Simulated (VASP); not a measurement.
Given:

```
CELL_PARAMETERS angstrom
      2.58930     0.00000     0.00000
      0.00000     2.58930     0.00000
      0.00000     0.00000     2.58930
ATOMIC_POSITIONS crystal
  Ga 0.00000 0.00000 0.00000
  N  0.50000 0.50000 0.50000
```

Level of theory: PBEsol GGA, VASP's PBE PAW potentials (set 64) (plane waves; VASP). Numerical set-up: 620 eV cut-off, 14×14×14 Γ-centred mesh, first-order Methfessel-Paxton smearing of 0.10 eV, potentials Ga_d N.

Question: Estimate the energy per atom (σ→0), pressure, band gap (on the k-mesh) with the smallest direct gap where there is one.

Answer: 
The band gap (on the k-mesh) comes out as none (metal, semimetal or under 0.01 eV) and the energy per atom (σ→0) comes out as -4.863 eV/atom. The pressure is 29.91 GPa.

The structure was generated: GaN was put into the CsCl type type (Pm-3m), which need not be its known phase. It was relaxed first under an external pressure of 30 GPa.
